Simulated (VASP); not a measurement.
# InRh: convergence, energy along a vibration (SMASS = -2)

InRh, atoms displaced along the mode, 2 atoms in the cell. PBEsol, energy along a line of displacements; PAW potentials In_d, Rh_pv (PBE set). VASP 6.6.1.

Wanted: harmonic frequency within 1 %.

Mode: optical mode at Gamma along x.

POSCAR of the starting run:
```
InRh
1.0
    3.1960000000      0.0000000000      0.0000000000
    0.0000000000      3.1960000000      0.0000000000
    0.0000000000      0.0000000000      3.1960000000
In Rh
1 1
Direct
    0.4881691351      0.5000000000      0.5000000000
    0.0132004242      0.0000000000      0.0000000000

    0.0094528611   0.0000000000   0.0000000000
   -0.0105471389   0.0000000000   0.0000000000
```

The series start from k mesh: 6 × 6 × 6; Cutoff (eV): 320; Step along the mode (Å): 0.02; Electronic threshold (eV): 1e-7; Smearing width (eV): 0.15; Precision and projection: Accurate, reciprocal space. Each series keeps the choices made before it, and each single choice may use up half of a tolerance.

## k mesh

| k mesh | Harmonic frequency (THz) | Time (s) |
|---|---|---|
| 3 × 3 × 3 | 4.921 | 9.5 |
| 4 × 4 × 4 | 5.278 | 15 |
| 5 × 5 × 5 | 5.276 | 22 |
| 6 × 6 × 6 | 5.287 | 34 |
| 8 × 8 × 8 | 5.296 | 71 |
| 9 × 9 × 9 | 5.301 | 98 |
| 12 × 12 × 12 (reference) | 5.274 | 249 |

Chosen: 12 × 12 × 12; the next looser run is off by more than half of the tolerance, so convergence isn't shown beyond this value.

## Cutoff (eV)

| Cutoff (eV) | Harmonic frequency (THz) | Time (s) |
|---|---|---|
| 180 | 5.287 | 97 |
| 210 | 5.113 | 120 |
| 250 | 5.274 | 123 |
| 290 | 5.278 | 174 |
| 320 | 5.274 | 249 |
| 370 (reference) | 5.279 | 239 |

Chosen: 250, the loosest value from which every tighter one stays within half of the tolerance.

## Electronic threshold (eV)

| Electronic threshold (eV) | Harmonic frequency (THz) | Time (s) |
|---|---|---|
| 0.001 | 5.279 | 115 |
| 0.0001 | 5.282 | 131 |
| 1e-5 | 5.282 | 142 |
| 1e-6 | 5.282 | 165 |
| 1e-7 | 5.282 | 178 |
| 1e-8 (reference) | 5.282 | 224 |

Chosen: 0.001.

## Smearing width (eV)

| Smearing width (eV) | Harmonic frequency (THz) | Time (s) |
|---|---|---|
| 0.4 | 5.288 | 120 |
| 0.3 | 5.286 | 107 |
| 0.2 | 5.282 | 105 |
| 0.15 | 5.279 | 115 |
| 0.1 (reference) | 5.276 | 105 |

Chosen: 0.4.

## Precision and projection

| Precision and projection | Harmonic frequency (THz) | Time (s) |
|---|---|---|
| Accurate, reciprocal space | 5.288 | 120 |
| Normal, reciprocal space | 5.284 | 66 |
| Normal, Auto | 5.294 | 88 |

Chosen: Normal, reciprocal space, the fastest of those that stay within half of the tolerance.

Also changed on the way, by series that aren't shown: Step along the mode (Å): 0.08.

## All choices together

| Input | Harmonic frequency (THz) | Time (s) |
|---|---|---|
| defaults on a coarse mesh (naive) | 4.94 | 2.5 |
| chosen settings | 5.284 | 66 |
| reference settings throughout | 5.271 | 227 |

The chosen settings stay within the tolerance of the reference run, but the reference itself isn't shown to be converged in: k mesh.

## The input

INCAR:
```
GGA = PS ; PREC = Normal
ENCUT = 250 ; EDIFF = 0.001
ALGO = Normal ; LREAL = False
LASPH = True ; ISMEAR = 1
SIGMA = 0.4 ; ISYM = 0
LWAVE = False ; LCHARG = False
IBRION = 0 ; SMASS = -2
POTIM = 1 ; NSW = 9
NELMIN = 4 ; KPAR = 2
```

KPOINTS:
```
Automatic mesh
0
Gamma
  12 12 12
  0 0 0
```

POSCAR:
```
InRh
1.0
    3.1960000000      0.0000000000      0.0000000000
    0.0000000000      3.1960000000      0.0000000000
    0.0000000000      0.0000000000      3.1960000000
In Rh
1 1
Direct
    0.4526765403      0.5000000000      0.5000000000
    0.0528016967      0.0000000000      0.0000000000

    0.0378114443   0.0000000000   0.0000000000
   -0.0421885557   0.0000000000   0.0000000000
```

Commands:
```
cat potpaw_PBE.64/In_d/POTCAR potpaw_PBE.64/Rh_pv/POTCAR > POTCAR
mpirun -np 2 vasp_std > vasp.out
```

Limits: NELMIN = 4 forces that many electronic steps, so a loose EDIFF looks better here than it is.

The chosen input took VASP 6.6.1 66 s on 2 cores (AMD EPYC 9R14 (Zen 4)), a shared host.

## An input that fails: POTIM multiplies the typed steps tenfold

It runs to its end, but against the unchanged starting input it is off by 624 % in the harmonic frequency.

Changes against the starting input:
```
- POTIM = 1
+ POTIM = 10
```
